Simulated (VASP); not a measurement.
CdTe (zinc blende): the band gap from VASP (plane waves, PAW) at several levels of theory. Gaps are without spin-orbit coupling. Each level names its cell: its own relaxed one, PBE's, or the starting one. A gap is the smallest over the k-mesh and a band path; hybrids may have named points in place of the path, and GW has the mesh alone. mBJ is a potential without an energy functional, so only the levels count. The errors mix the missing spin-orbit coupling with the functional's own.

```json
[
 {"level": "LDA (own cell)", "band gap (eV)": "0.64", "error against measurement (eV)": "-0.99"},
 {"level": "PBE (own cell)", "band gap (eV)": "0.57", "error against measurement (eV)": "-1.05"},
 {"level": "PBEsol (own cell)", "band gap (eV)": "0.64", "error against measurement (eV)": "-0.99"},
 {"level": "SCAN (own cell)", "band gap (eV)": "0.97", "error against measurement (eV)": "-0.66"},
 {"level": "r2SCAN (own cell)", "band gap (eV)": "1.15", "error against measurement (eV)": "-0.48"},
 {"level": "mBJ (TB09) (PBE cell)", "band gap (eV)": "1.64", "error against measurement (eV)": "+0.01"},
 {"level": "HSE06 (PBE cell)", "band gap (eV)": "1.35", "error against measurement (eV)": "-0.28"},
 {"level": "HSEsol (PBE cell)", "band gap (eV)": "1.22", "error against measurement (eV)": "-0.41"},
 {"level": "PBE0 (PBE cell)", "band gap (eV)": "1.92", "error against measurement (eV)": "+0.29"},
 {"level": "B3LYP (PBE cell)", "band gap (eV)": "1.55", "error against measurement (eV)": "-0.08"}
]
```

Measured: 1.63 eV (as given by Anna Miglio et al., npj Computational Materials (2020), arXiv:2011.12765; zero-point renormalisation of 16 meV (experimental, the table's column) added back).

The cell of the LDA (own cell) run:

```cif
data_CdTe
_chemical_formula_sum 'Cd1 Te1'
_space_group_name_H-M_alt 'P 1'
_space_group_IT_number 1
_cell_length_a 4.54101
_cell_length_b 4.54101
_cell_length_c 4.54101
_cell_angle_alpha 60.000
_cell_angle_beta 60.000
_cell_angle_gamma 60.000
loop_
_space_group_symop_operation_xyz
  'x, y, z'
loop_
_atom_site_label
_atom_site_type_symbol
_atom_site_fract_x
_atom_site_fract_y
_atom_site_fract_z
_atom_site_occupancy
Cd1 Cd 0.00000 0.00000 0.00000 1
Te1 Te 0.25000 0.25000 0.25000 1
```

Only levels that ran to the end are used. Left out are those held back, those with too coarse a band path, GW runs whose mesh misses a band edge, hybrids' fits of cells that aren't cubic and levels without matching references; a question may draw on a part of the rest.

The compound is CdTe in the zinc blende structure.
